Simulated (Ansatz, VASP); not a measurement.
One calculation of BeAl2, two programs

```
Be Al
1.0
     4.31755    0.00000    0.00000
    -2.15878    3.73911    0.00000
     0.00000    0.00000    5.32525
Be Al
2 4
Cartesian
  0.0000 2.4927 0.0000
  2.1588 1.2464 0.0000
  0.0000 0.0000 4.0509
  0.0000 0.0000 1.2744
  0.0000 2.4927 2.6626
  2.1588 1.2464 2.6626
```

Alike in both runs: functional PBE; k mesh 12 × 12 × 8; occupations gaussian, width 0.1 eV; no spin polarisation.

Ansatz relaxed the structure, and its values are those at the end. VASP's run is a single point on that final structure, the one shown.

```csv
,VASP,Ansatz
version,VASP 6.6.1,Ansatz 0.2.0
potentials or method,"VASP PAW PBE potentials, release 64 (Be, Al)","scalar-relativistic, plane waves, PAW"
plane-wave cutoff (eV),520,420
valence electrons in the cell,16,16
```

|  | VASP | Ansatz | Ansatz less VASP |
| --- | --- | --- | --- |
| gap on the k mesh at the Fermi level (eV) | none | none | - |
| pressure (GPa) | 0.0 | 0.0 | +0.01 |

A gap of «none» marks a metal or a gap that the smearing closes.
